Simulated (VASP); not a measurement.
All values below come from PBE GGA, VASP's PBE PAW potentials (set 64) (plane waves; VASP 6.6.1).

The input files of a VASP run:

INCAR:
```
# general
SYSTEM   =  MoS2
PREC     =  Accurate
ENCUT    =  520   # plane-wave cut-off (eV)
LREAL    =  F   # projection in real space or not
LASPH    =  T   # aspherical one-centre terms

# electronic loop
EDIFF    =  1E-6   # SCF stop (eV)
NELM     =  100   # most electronic steps
ALGO     =  Normal   # blocked Davidson
LMAXMIX  =  4   # l cut-off of mixed one-centre charges

# smearing
ISMEAR   =  0
SIGMA    =  0.05

# functional
GGA      =  PE

# ions
IBRION   =  2   # conjugate gradients
NSW      =  60   # most ionic steps
ISIF     =  3
EDIFFG   =  -0.02

# output
LWAVE    =  F
LCHARG   =  F
```

KPOINTS:
```
Automatic
0
gamma
 7 7 2
```

**POSCAR**
```
MoS2
1
    1.5907884723    -2.7553261773     0.0000000000
    1.5907884723     2.7553261773    -0.0000000000
    0.0000000000    -0.0000000000    13.9423678716
Mo S
2 4
Direct
  0.3333330000   0.6666670000   0.2500000000
  0.6666670000   0.3333330000   0.7500000000
  0.3333330000   0.6666670000   0.8620531496
  0.6666670000   0.3333330000   0.3620531496
  0.6666670000   0.3333330000   0.1379468504
  0.3333330000   0.6666670000   0.6379468504
```

POTCAR, in this order: Mo_sv S (PBE.64 set). Program: vasp_std.

The run wrote:

**OSZICAR**
```
       N       E                     dE             d eps       ncg     rms          rms(c)
DAV:   1     0.454121951713E+03    0.45412E+03   -0.29428E+04  1120   0.156E+03
DAV:   2    -0.195190368024E+02   -0.47364E+03   -0.46409E+03  1253   0.390E+02
DAV:   3    -0.460909717768E+02   -0.26572E+02   -0.26409E+02  1313   0.790E+01
DAV:   4    -0.467202931061E+02   -0.62932E+00   -0.62802E+00  1229   0.121E+01
DAV:   5    -0.467392276995E+02   -0.18935E-01   -0.18927E-01  1330   0.197E+00    0.337E+01
DAV:   6    -0.445113665367E+02    0.22279E+01   -0.24354E+01  1131   0.257E+01    0.131E+01
DAV:   7    -0.440357183256E+02    0.47565E+00   -0.10138E+01  1119   0.160E+01    0.810E+00
DAV:   8    -0.437105074407E+02    0.32521E+00   -0.15278E+00  1291   0.679E+00    0.269E+00
DAV:   9    -0.437203265172E+02   -0.98191E-02   -0.15053E-01  1371   0.188E+00    0.128E+00
DAV:  10    -0.437122192996E+02    0.81072E-02   -0.65189E-02  1232   0.141E+00    0.332E-01
DAV:  11    -0.437122860532E+02   -0.66754E-04   -0.26088E-03  1235   0.300E-01    0.163E-01
DAV:  12    -0.437122142488E+02    0.71804E-04   -0.74100E-04  1311   0.140E-01    0.534E-02
DAV:  13    -0.437122428173E+02   -0.28569E-04   -0.18034E-04  1210   0.707E-02    0.196E-02
DAV:  14    -0.437122480700E+02   -0.52527E-05   -0.15221E-05  1040   0.234E-02    0.824E-03
DAV:  15    -0.437122494567E+02   -0.13868E-05   -0.31309E-06  1090   0.803E-03    0.458E-03
DAV:  16    -0.437122493919E+02    0.64878E-07   -0.10158E-06   806   0.639E-03
   1 F= -.43712249E+02 E0= -.43712249E+02  d E =-.437122E+02
       N       E                     dE             d eps       ncg     rms          rms(c)
DAV:   1    -0.437221997733E+02   -0.99503E-02   -0.26082E-01  1020   0.406E+00    0.113E+00
DAV:   2    -0.437142859441E+02    0.79138E-02   -0.54323E-02  1167   0.153E+00    0.326E-01
DAV:   3    -0.437124522152E+02    0.18337E-02   -0.13170E-02  1191   0.495E-01    0.193E-01
DAV:   4    -0.437120500045E+02    0.40221E-03   -0.18524E-03  1142   0.267E-01    0.592E-02
DAV:   5    -0.437120392005E+02    0.10804E-04   -0.38392E-04  1301   0.106E-01    0.741E-02
DAV:   6    -0.437120221711E+02    0.17029E-04   -0.75119E-05  1224   0.425E-02    0.240E-02
DAV:   7    -0.437120179192E+02    0.42519E-05   -0.13835E-05  1167   0.235E-02    0.106E-02
DAV:   8    -0.437120174174E+02    0.50188E-06   -0.90244E-07   776   0.619E-03
   2 F= -.43712017E+02 E0= -.43712017E+02  d E =0.231974E-03
       N       E                     dE             d eps       ncg     rms          rms(c)
DAV:   1    -0.437161580449E+02   -0.41401E-02   -0.96138E-02  1020   0.246E+00    0.699E-01
DAV:   2    -0.437132029810E+02    0.29551E-02   -0.19490E-02  1132   0.922E-01    0.196E-01
DAV:   3    -0.437125546966E+02    0.64828E-03   -0.45940E-03  1162   0.294E-01    0.114E-01
DAV:   4    -0.437124148489E+02    0.13985E-03   -0.67840E-04  1099   0.161E-01    0.374E-02
DAV:   5    -0.437124200897E+02   -0.52409E-05   -0.13970E-04  1343   0.641E-02    0.464E-02
DAV:   6    -0.437124241168E+02   -0.40270E-05   -0.31293E-05  1054   0.269E-02    0.147E-02
DAV:   7    -0.437124265529E+02   -0.24361E-05   -0.55229E-06  1032   0.154E-02    0.572E-03
DAV:   8    -0.437124266700E+02   -0.11715E-06   -0.40303E-07   720   0.494E-03
   3 F= -.43712427E+02 E0= -.43712427E+02  d E =-.177278E-03
       N       E                     dE             d eps       ncg     rms          rms(c)
DAV:   1    -0.437126713312E+02   -0.24478E-03   -0.90075E-03  1048   0.656E-01    0.110E-01
DAV:   2    -0.437125099034E+02    0.16143E-03   -0.73212E-04  1041   0.179E-01    0.401E-02
DAV:   3    -0.437124843571E+02    0.25546E-04   -0.53177E-05  1237   0.411E-02    0.240E-02
DAV:   4    -0.437124785442E+02    0.58129E-05   -0.23213E-05  1127   0.303E-02    0.188E-02
DAV:   5    -0.437124764815E+02    0.20627E-05   -0.38574E-06  1041   0.996E-03    0.692E-03
DAV:   6    -0.437124758063E+02    0.67519E-06   -0.29156E-07   608   0.343E-03
   4 F= -.43712476E+02 E0= -.43712476E+02  d E =-.491363E-04
```

### OUTCAR
```
------------------------ aborting loop because EDIFF is reached ----------------------------------------
  FORCE on cell =-STRESS in cart. coord.  units (eV):
  Direction    XX          YY          ZZ          XY          YZ          ZX
  --------------------------------------------------------------------------------------
  Total       -0.0041431     -0.0041431      0.0479425      0.0000000      0.0000000      0.0000000
  in kB       -0.0541818     -0.0541818      0.6269772      0.0000000      0.0000000      0.0000000
  external PRESSURE =       0.1728712 kB  Pullay stress =       0.0000000 kB
  volume of cell :      122.51
      direct lattice vectors                 reciprocal lattice vectors
     1.592423449 -2.758158039 -0.000000000     0.313986836 -0.181280403 -0.000000000
     1.592423449  2.758158039 -0.000000000     0.313986836  0.181280403  0.000000000
     0.000000000 -0.000000000 13.946717322     0.000000000 -0.000000000  0.071701460
 POSITION                                       TOTAL-FORCE (eV/Angst)
 -----------------------------------------------------------------------------------
      1.59242      0.91939      3.48668         0.000000      0.000000      0.000000
      1.59242     -0.91939     10.46004        -0.000000     -0.000000      0.000000
      1.59242      0.91939     12.02209        -0.000000      0.000000     -0.007336
      1.59242     -0.91939      5.04873        -0.000000     -0.000000     -0.007336
      1.59242     -0.91939      1.92463        -0.000000     -0.000000      0.007336
      1.59242      0.91939      8.89798        -0.000000     -0.000000      0.007336
 -----------------------------------------------------------------------------------
    total drift:                                0.000236      0.001676     -0.000030
  FREE ENERGIE OF THE ION-ELECTRON SYSTEM (eV)
  ---------------------------------------------------
  free  energy   TOTEN  =       -43.7124758063 eV

  energy  without entropy=      -43.7124758063  energy(sigma->0) =      -43.71247581

 reached required accuracy - stopping structural energy minimisation
```
(Selected blocks of OUTCAR.)

CONTCAR:
```
MoS2
   1.00000000000000
     1.5924234490690372   -2.7581580392670393   -0.0000000000000000
     1.5924234490690372    2.7581580392670393   -0.0000000000000000
     0.0000000000000000   -0.0000000000000000   13.9467173215978271
  Mo              S
     2     4
Direct
     0.3333330000000032    0.6666669999999968    0.2500000000000000
     0.6666669999999968    0.3333330000000032    0.7500000000000000
     0.3333330000000032    0.6666669999999968    0.8620015757630353
     0.6666669999999968    0.3333330000000032    0.3620015757630353
     0.6666669999999968    0.3333330000000032    0.1379984242369647
     0.3333330000000032    0.6666669999999968    0.6379984242369647
```

Without a dispersion term in the relaxation, distances and binding between the weakly bound layers, chains or molecules are unreliable, and so is what depends on them.

The compound is MoS2 in the 2H layered structure. This run relaxes it. Symmetry was kept, so distortions that lower it aren't found. The start is the result of an earlier pass.
